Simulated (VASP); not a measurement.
Given:

```yaml
crystal:
  lattice:
    - [4.02941, 0.00000, 0.00000]
    - [-2.01471, 3.48957, 0.00000]
    - [0.00000, 0.00000, 6.41055]
  atoms:
    - { symbol: Mg, position: [0.66667, 0.33333, 0.49612] }
    - { symbol: Mg, position: [0.33333, 0.66667, 0.99612] }
    - { symbol: S, position: [0.33333, 0.66667, 0.37887] }
    - { symbol: S, position: [0.66667, 0.33333, 0.87887] }
```

Method: PBEsol GGA, VASP's PBE PAW potentials (set 64) (plane waves; VASP 6.6.1). Numerical set-up: 400 eV cut-off, 7×7×4 Γ-centred mesh, tetrahedra with Blöchl corrections, potentials Mg S.

The cores are frozen, which limits the accuracy of field gradients.

### Question
Give the principal components of the electric field gradient (V/Å²) and the asymmetry η at each nucleus.

### Answer

| atom | Vxx | Vyy | Vzz | η |
|---|---|---|---|---|
| Mg1 | -0.9 | -0.9 | 1.7 | 0.00 |
| Mg2 | -0.9 | -0.9 | 1.7 | 0.00 |
| S3 | 1.2 | 1.2 | -2.5 | 0.00 |
| S4 | 1.2 | 1.2 | -2.5 | 0.00 |

The structure comes from a computed database's MgS entry (P6_3mc); how it stands against other phases isn't given here. It was relaxed first.
